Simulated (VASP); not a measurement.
Data:

```yaml
crystal:
  lattice:
    - [0.00000, 1.89064, 1.89064]
    - [1.89064, 0.00000, 1.89064]
    - [1.89064, 1.89064, 0.00000]
  atoms:
    - { symbol: Ir, position: [0.00000, 0.00000, 0.00000] }
```

These are optB86b-vdW, VASP's PBE PAW potentials (set 64) (plane waves; VASP) values and carry that method's errors. Settings: 520 eV cut-off, 16×16×16 Γ-centred mesh, first-order Methfessel-Paxton smearing of 0.10 eV, potentials Ir.

**Question.** Give the stress tensor in GPa (positive for a compressed cell).

**Answer.** 
```
26.91   0.00   0.00
 0.00  26.91   0.00
 0.00   0.00  26.91
```
The pressure is its mean diagonal, 26.91 GPa.

The compound is Ir in the fcc structure. This cell is one point of a volume scan, at 0.94 of the reference volume.
